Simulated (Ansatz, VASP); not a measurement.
**One calculation of Na2Al2O, two programs**

```
Na Al O
1.0
     3.52112    0.00000    0.00000
     0.00000    3.52112    0.00000
     0.00000    0.00000    8.81820
Na Al O
2 2 1
Direct
  0.00000 0.00000 0.63763
  0.00000 0.00000 0.36237
  0.00000 0.50000 0.00000
  0.50000 0.00000 0.00000
  0.50000 0.50000 0.50000
```

Alike in both runs: task relaxation of cell and atoms; functional PBE; k mesh 6 × 6 × 2; occupations gaussian, width 0.1 eV; no spin polarisation.

|  | VASP | Ansatz |
| --- | --- | --- |
| version | VASP 6.6.1 | Ansatz 0.2.0 |
| potentials or method | VASP PAW PBE potentials, release 64 (Na_pv, Al, O) | scalar-relativistic, plane waves, PAW |
| plane-wave cutoff (eV) | 600 | 420 |
| valence electrons in the cell | 26 | 30 |

|  | VASP | Ansatz | Ansatz less VASP |
| --- | --- | --- | --- |
| gap on the k mesh at the Fermi level, each at its own relaxed structure (eV) | none | none | - |
| relaxed volume (Å³/atom) | 21.87 | 21.87 | 0.000 |
| relaxed cell length with the largest relative difference (Å) | 3.521 | 3.521 | 0.0000 |

A gap of «none» marks a metal or a gap that the smearing closes. The two sets of potentials don't hold the same shells in valence.

Caveats: the relaxation stopped at its first step, so nothing moved.
